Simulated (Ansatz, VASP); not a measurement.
**Two plane-wave programs on Ta4O**

File INCAR:

```
PREC = Accurate
ENCUT = 520
EDIFF = 1E-6
ISMEAR = 0
SIGMA = 0.1
LREAL = F
LASPH = T
NELM = 80
ALGO = Normal
ISIF = 2
LWAVE = F
LCHARG = F
GGA = PE
NBANDS = 33
```

File KPOINTS:

```
regular mesh
0
Gamma
  6 6 4
```

Contents of POSCAR:

```
Ta4O
1.0
    4.6653089000      0.0000000000      0.0000000000
   -2.3326544500      4.0402760200      0.0000000000
    0.0000000000      0.0000000000      4.3679080700
Ta O
4 1
Direct
    0.1579469900      0.8420530100      0.5000000000
    0.1579469900      0.3158939800      0.5000000000
    0.6841060200      0.8420530100      0.5000000000
    0.0000000000      0.0000000000      0.0000000000
    0.3333333300      0.6666666700      0.0000000000
```

Input for Ansatz:

```yaml
crystal:
  lattice:
    - [4.6653089, 0.0, 0.0]
    - [-2.33265445, 4.04027602, 0.0]
    - [0.0, 0.0, 4.36790807]
  atoms:
    - { symbol: Ta, position: [0.15794699, 0.84205301, 0.5] }
    - { symbol: Ta, position: [0.15794699, 0.31589398, 0.5] }
    - { symbol: Ta, position: [0.68410602, 0.84205301, 0.5] }
    - { symbol: Ta, position: [0.0, 0.0, 0.0] }
    - { symbol: O, position: [0.33333333, 0.66666667, 0.0] }
basis:
  ecutwfc: 420
kpoints:
  mp_grid: { grid: [6, 6, 4] }
hamiltonian:
  xc: pbe
scf:
  occupations: { method: gaussian, width: 0.1 }
  lower_state_search: "off"
output:
  forces: true
  stress: true
  eigenvalues: true
```

Alike in both runs: task single point; functional PBE; k mesh 6 × 6 × 4; occupations gaussian, width 0.1 eV; no spin polarisation.

|  | VASP | Ansatz |
| --- | --- | --- |
| version | VASP 6.6.1 | Ansatz 0.2.0 |
| potentials or method | VASP PAW PBE potentials, release 64 (Ta_pv, O) | scalar-relativistic, plane waves, PAW |
| plane-wave cutoff (eV) | 520 | 420 |
| valence electrons in the cell | 50 | 58 |

```csv
,VASP,Ansatz,Ansatz less VASP
gap on the k mesh at the Fermi level (eV),none,none,-
rms of the force components (eV/Å),3.461,3.330,-0.1309
```

Atom by atom the forces differ by 0.131 eV/Å (rms over components). A gap of «none» marks a metal or a gap that the smearing closes. The two sets of potentials don't hold the same shells in valence.

Caveats: forces of over 1 eV/Å show positions far from the minimum, so gaps and moduli don't describe the material at rest. Spin-orbit coupling is left out, which matters for the levels of Ta.
